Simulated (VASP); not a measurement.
Wanted: the native input for a VASP 6.6.1 run.

```yaml
Task: relaxation of the atoms
Functional: PBE
Potentials_or_basis: VASP PAW PBE potentials, release 64 (Cr_sv_GW, N_GW)
Cutoff: 900 eV
k_mesh: 7 × 7 × 1
Occupations: fermi-dirac, width 0.05 eV
Spin: collinear spin, ferromagnetic start
Starting_moments: "[3.0, 0.0] μB"
Dipole_correction: yes
Atoms_held_fixed_from_0: "[0]"
Further_INCAR_settings: ALGO = Normal; EDIFF = 1e-06; IBRION = 2; EDIFFG = -0.005; NSW = 60
```

The structure of CrN lies in POSCAR:

```
CrN
1.0
    2.7241200000      0.0000000000      0.0000000000
    0.0000000000      2.7241200000      0.0000000000
    0.0000000000      0.0000000000     23.8000000000
Cr N
1 1
Selective dynamics
Direct
    0.5000000000      0.5000000000      0.2941200000  F F F
    0.0000000000      0.0000000000      0.2941200000  T T T
```

The cell was built by a generator and needn't be a form met in nature.

The input as run:

INCAR

```
SYSTEM = CrN
PREC     = Accurate       ! precision mode
ENCUT    = 900            ! plane-wave cutoff, eV
EDIFF    = 1E-6           ! SCF threshold, eV
ISMEAR   = -1             ! smearing method
SIGMA    = 0.05           ! smearing width, eV
LREAL    = .FALSE.        ! projectors in reciprocal space
LASPH    = .TRUE.         ! aspherical terms in the spheres
NELM     = 120            ! most SCF steps
ALGO     = Normal         ! electronic algorithm
ISIF     = 2              ! what is computed and relaxed
LWAVE    = .FALSE.        ! write WAVECAR
LCHARG   = .FALSE.        ! write CHGCAR
ISPIN    = 2              ! spin polarisation
MAGMOM   = 3 0            ! initial moments
LORBIT   = 11             ! projections on sites
LMAXMIX  = 4              ! l up to which the mixer works
LDIPOL   = .TRUE.       
IDIPOL   = 3            
DIPOL    = 0.5 0.5 0.294
GGA      = PE             ! functional
IBRION   = 2              ! ionic algorithm
NSW      = 60             ! ionic steps
EDIFFG   = -0.005         ! ionic threshold
```

KPOINTS

```
regular mesh
0
G
  7 7 1
  0 0 0
```

Potentials or basis: VASP PAW PBE potentials, release 64 (Cr_sv_GW, N_GW).

The run is started by

```console
$ cat potpaw_PBE.64/Cr_sv_GW/POTCAR potpaw_PBE.64/N_GW/POTCAR > POTCAR
$ mpirun -np 1 vasp_std > vasp.out
```

Results of the run:

The band gap on the k mesh is none (metal or under the smearing width), the net moment is 2.46 μB per cell and the site moments are Cr +2.19; N -0.12 μB. The valence electrons inside the program's atomic spheres are Cr 11.89; N 3.64.

Caveat: the relaxation stopped at its first step, so nothing moved; only a ferromagnetic start was run, and an antiferromagnetic order may lie lower in energy.

Run time: 3.9 min on 1 thread of Intel(R) Xeon(R) 6975P-C (Granite Rapids), on a shared host, peak memory 0.66 GiB.
